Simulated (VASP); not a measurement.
The system is Pt.

```
Pt
1.0
     0.00000    1.96090    1.96090
     1.96090    0.00000    1.96090
     1.96090    1.96090    0.00000
Pt
1
Direct
  0.00000 0.00000 0.00000
```

```yaml
Program: VASP 6.6.1
Task: relaxation of cell and atoms
Functional: PBE
Potentials_or_basis: VASP PAW PBE potentials, release 64 (Pt)
Cutoff: 520 eV
k_mesh: 19 × 19 × 19
Occupations: gaussian, width 0.1 eV
Spin: no spin polarisation
```

At the start: pressure 9.5 GPa; volume 15.08 Å³/atom.

**Question.** Where does the relaxation end?

**Answer.** Over 4 steps the energy falls by 15.1 meV/atom and the volume is 15.61 Å³/atom (+3.5 %); space group Fm-3m (No. 225, to 0.05 Å).

Step by step:
```tsv
step	energy change (eV)	largest force (eV/Å)	pressure (GPa)	volume (Å³)
1	0.0000	0.0000	9.49	15.08
2	0.0772	0.0000	-17.74	17.11
3	-0.0151	0.0000	-0.30	15.63
4	-0.0151	0.0000	-0.04	15.61
```

Final structure:
```
CELL_PARAMETERS angstrom
0.00000 1.98371 1.98371
1.98371 0.00000 1.98371
1.98371 1.98371 0.00000
ATOMIC_POSITIONS crystal
Pt 0.00000 0.00000 0.00000
```
